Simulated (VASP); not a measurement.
Input:

```
MgS
1.0
    0.00000     2.56030     2.56030
    2.56030     0.00000     2.56030
    2.56030     2.56030     0.00000
Mg S
1 1
Direct
  0.00000   0.00000   0.00000
  0.50000   0.50000   0.50000
```

The numbers are results of PBE GGA, VASP's PBE PAW potentials (set 64) (plane waves; VASP 6.6.1), not measurements. Numerical set-up: 500 eV cut-off, 9×9×9 Γ-centred mesh, Gaussian smearing of 0.050 eV, potentials Mg S.

Energy and stress use the plane-wave basis of the starting cell.

### Question
The ions, cell shape and volume at an external pressure of 10.0 GPa are relaxed. Predict the relaxed structure.

### Answer

```
MgS
1.0
    0.00000     2.51964     2.51964
    2.51964     0.00000     2.51964
    2.51964     2.51964     0.00000
Mg S
1 1
Direct
  0.00000   0.00000   0.00000
  0.50000   0.50000   0.50000
```
Space group Fm-3m (225), at a tolerance of 0.03 Å.

### Question
How do energy and volume change from the first to the last step?

### Answer
The energy (σ→0) changes by +36.4 meV/atom and the volume by -4.7 %, in 3 ionic steps.

The compound is MgS in the rock salt structure. This run relaxes it under an external pressure of 10 GPa. Symmetry was kept, so distortions that lower it aren't found.
